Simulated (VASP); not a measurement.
A convergence study with VASP on ZnS (zinc blende): one setting is varied, all else stays as given below, so the limit is that of these other settings. Each run relaxes cell and ions from the cell shown. The basis is that of the starting cell, so low cut-offs carry a Pulay error.

```
ZnS
1.0
    0.00000     2.70500     2.70500
    2.70500     0.00000     2.70500
    2.70500     2.70500     0.00000
Zn S
1 1
Direct
  0.00000   0.00000   0.00000
  0.25000   0.25000   0.25000
```

Method: PBEsol GGA, VASP's PBE PAW potentials (set 64) (plane waves; VASP). The tightest run used: 700 eV cut-off, 7×7×7 Γ-centred mesh, Gaussian smearing of 0.050 eV, potentials Zn S.

Gaps are read on the run's mesh, which can miss a band edge.

Question: The settings run are ENCUT = 200; ENCUT = 250; ENCUT = 300; ENCUT = 350; ENCUT = 400; ENCUT = 450; ENCUT = 500; ENCUT = 550; ENCUT = 600; ENCUT = 650; ENCUT = 700. From which on does the relaxed volume stay within 0.05 Å³/atom of the tightest run?

Answer: From ENCUT = 450 on: it is off by 0.024 there and by no more than 0.05 in any finer run, while ENCUT = 400 is off by 0.062.
| setting | relaxed volume (Å³/atom) | E (eV/atom) | gap on the mesh (eV) | plane waves | difference judged (Å³/atom) |
|---|---|---|---|---|---|
| ENCUT = 200 | 16.589 | -3.9612 | 2.786 | 262 | 2.676 |
| ENCUT = 250 | 18.633 | -3.7991 | 2.221 | 363 | 0.632 |
| ENCUT = 300 | 19.211 | -3.7924 | 2.085 | 489 | 0.053 |
| ENCUT = 350 | 19.193 | -3.7936 | 2.093 | 609 | 0.071 |
| ENCUT = 400 | 19.202 | -3.7940 | 2.093 | 726 | 0.062 |
| ENCUT = 450 | 19.241 | -3.7940 | 2.086 | 881 | 0.024 |
| ENCUT = 500 | 19.258 | -3.7940 | 2.082 | 1014 | 0.006 |
| ENCUT = 550 | 19.261 | -3.7941 | 2.082 | 1211 | 0.004 |
| ENCUT = 600 | 19.259 | -3.7941 | 2.082 | 1363 | 0.005 |
| ENCUT = 650 | 19.262 | -3.7941 | 2.081 | 1500 | 0.002 |
| ENCUT = 700 | 19.264 | -3.7941 | 2.081 | 1687 | 0.000 |

Left out are rungs that failed or repeat a setting and relaxations that didn't move; long series are thinned to 24 rows.

The compound is ZnS in the zinc blende structure.
